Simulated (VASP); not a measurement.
Given:

```xyz
2
Lattice="1.4553 -2.5207 0.0000 1.4553 2.5207 0.0000 0.0000 0.0000 2.8408" Properties=species:S:1:pos:R:3 pbc="T T T"
W      0.0000     0.0000     0.0000
C      1.4553     0.8402     1.4204
```

Computed with PBE GGA, VASP's PBE PAW potentials (set 64) (plane waves; VASP). Numerical set-up: 620 eV cut-off, 14×14×13 Γ-centred mesh, first-order Methfessel-Paxton smearing of 0.10 eV, potentials W_sv C.

Task: The ions, cell shape and volume at an external pressure of 10.0 GPa are relaxed. Predict the relaxed structure.

Result: 
```xyz
2
Lattice="1.4490 -2.5098 0.0000 1.4490 2.5098 0.0000 0.0000 0.0000 2.8313" Properties=species:S:1:pos:R:3 pbc="T T T"
W      0.0000     0.0000     0.0000
C      1.4490     0.8366     1.4156
```
Space group P-6m2 (187), at a tolerance of 0.03 Å.

Task: How do energy and volume change from the first to the last step?

Result: The energy (σ→0) changes by +5.7 meV/atom and the volume by -1.2 %, in 7 ionic steps.

The compound is WC in the wc structure. This run relaxes it under an external pressure of 10 GPa. Symmetry was kept, so distortions that lower it aren't found.
